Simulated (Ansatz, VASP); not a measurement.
# ScSi2 in VASP and in Ansatz

File POSCAR:

```
ScSi2
1.0
    3.7101351100      0.0000000000      0.0000000000
   -1.8550675500      3.2130762900      0.0000000000
    0.0000000000      0.0000000000      3.9299874600
Sc Si
1 2
Direct
    0.0000000000      0.0000000000      0.0000000000
    0.3333000000      0.6667000000      0.5000000000
    0.6666000000      0.3333000000      0.5000000000
```

The input INCAR.step1:

```
SYSTEM = ScSi2
PREC = Accurate
ENCUT = 520
ISMEAR = -1
SIGMA = 0.0122
LREAL = .False.
LASPH = .True.
NELM = 100
NBANDS = 16
GGA = PE
ALGO = Normal
EDIFF = 1E-4
LWAVE = .True.
LCHARG = .False.
```

The input INCAR.step2:

```
SYSTEM = ScSi2
PREC = Accurate
ENCUT = 520
EDIFF = 1E-7
ISMEAR = -1
SIGMA = 0.0122
LREAL = .False.
LASPH = .True.
NELM = 100
ALGO = Normal
ISIF = 2
LWAVE = .False.
LCHARG = .False.
METAGGA = R2SCAN
LMIXTAU = .True.
NBANDS = 16
ISTART = 1
```

Contents of KPOINTS:

```
regular mesh
0
Gamma
  8 8 6
  0 0 0
```

Input for Ansatz:

```yaml
crystal:
  lattice:
    - [3.71013511, 0.0, 0.0]
    - [-1.85506755, 3.21307629, 0.0]
    - [0.0, 0.0, 3.92998746]
  atoms:
    - { symbol: Sc, position: [0.0, 0.0, 0.0] }
    - { symbol: Si, position: [0.3333, 0.6667, 0.5] }
    - { symbol: Si, position: [0.6666, 0.3333, 0.5] }
  symmetry: { tolerance: 0.0003 }
kpoints:
  mp_grid: { grid: [8, 8, 6], shift: [0, 0, 0] }
magnetization:
  spin_polarized: false
scf:
  occupations: { method: fermi_dirac, width: 0.0122 }
hamiltonian:
  pseudopotentials: { kind: paw }
  xc: r2scan
basis:
  ecutwfc: 500
output:
  forces: true
  stress: true
  eigenvalues: true
  write_density: true
  write_potential: true
  elf: true
  volumetric_format: npy
```

Alike in both runs: task single point; functional r2SCAN; k mesh 8 × 8 × 6; occupations fermi-dirac, width 0.0122 eV; no spin polarisation.

|  | VASP | Ansatz |
| --- | --- | --- |
| version | VASP 6.6.1 | Ansatz 0.2.0 |
| potentials or method | VASP PAW PBE potentials, release 64 (Sc_sv, Si) | PAW plane waves |
| plane-wave cutoff (eV) | 520 | 500 |
| valence electrons in the cell | 19 | 19 |

```csv
,VASP,Ansatz,Ansatz less VASP
gap on the k mesh at the Fermi level (eV),none,none,-
pressure (GPa),16.6,16.5,-0.16
largest component of the traceless stress (GPa),20.04,20.34,+0.296
```

A gap of «none» marks a metal or a gap that the smearing closes. Ansatz warned: «structure_snapped_to_symmetry».

Caveats: so large a pressure means that the cell lies far from this level's equilibrium, or that cutoff or potentials fall short (VASP); the potentials were made for another functional, which shifts forces and pressure (VASP).
